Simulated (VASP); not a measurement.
Here is the system:

```
AgI
1.0
    2.29783    -3.97996     0.00000
    2.29783     3.97996     0.00000
    0.00000     0.00000     7.51555
Ag I
2 2
Cartesian
  2.29783  -1.32666   3.75837
  2.29783   1.32666   0.00060
  2.29783  -1.32666   6.57551
  2.29783   1.32666   2.81773
```

Level of theory: PBE GGA with D3 dispersion (zero damping), VASP's PBE PAW potentials (set 64) (plane waves; VASP 6.6.1). Settings: 520 eV cut-off, Gaussian smearing of 0.050 eV, potentials Ag I.

Unless said otherwise, spin-orbit coupling is left out, though it shifts the bands of the heavy elements here.

Task: Estimate the band gap (along the path) with the smallest direct gap where there is one.

Result: 
```
Quantity                                Value
------------------------------------  -------
band gap (along the path)             1.37 eV
smallest direct gap (along the path)  1.37 eV
```

Only differences to runs with the same potentials and settings are physical.

The compound is AgI in the wurtzite structure. It was relaxed first.
